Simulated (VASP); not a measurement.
Consider the following.

```
FeS2
1.0
    5.32720     0.00000     0.00000
    0.00000     5.32720     0.00000
    0.00000     0.00000     5.32720
Fe S
4 8
Direct
  0.00000   0.50000   0.50000
  0.50000   0.00000   0.50000
  0.00000   0.00000   0.00000
  0.50000   0.50000   0.00000
  0.61792   0.88208   0.11792
  0.11792   0.61792   0.88208
  0.61792   0.61792   0.61792
  0.38208   0.38208   0.38208
  0.88208   0.11792   0.61792
  0.88208   0.38208   0.11792
  0.11792   0.88208   0.38208
  0.38208   0.11792   0.88208
```

These are PBEsol GGA, VASP's PBE PAW potentials (set 64) (plane waves; VASP) values and carry that method's errors. Settings: 400 eV cut-off, Gaussian smearing of 0.050 eV, potentials Fe S.

Question: Estimate the band gap (along the path) with the smallest direct gap where there is one.

Answer: 
| Property | Result |
|---|---|
| band gap (along the path) | 0.29 eV |
| smallest direct gap (along the path) | 0.36 eV |

Only differences to runs with the same potentials and settings are physical.

The compound is FeS2 in the pyrite structure. It was relaxed first, which changed the volume by -5 %. The run is not spin-polarised, so no magnetic state was tried.
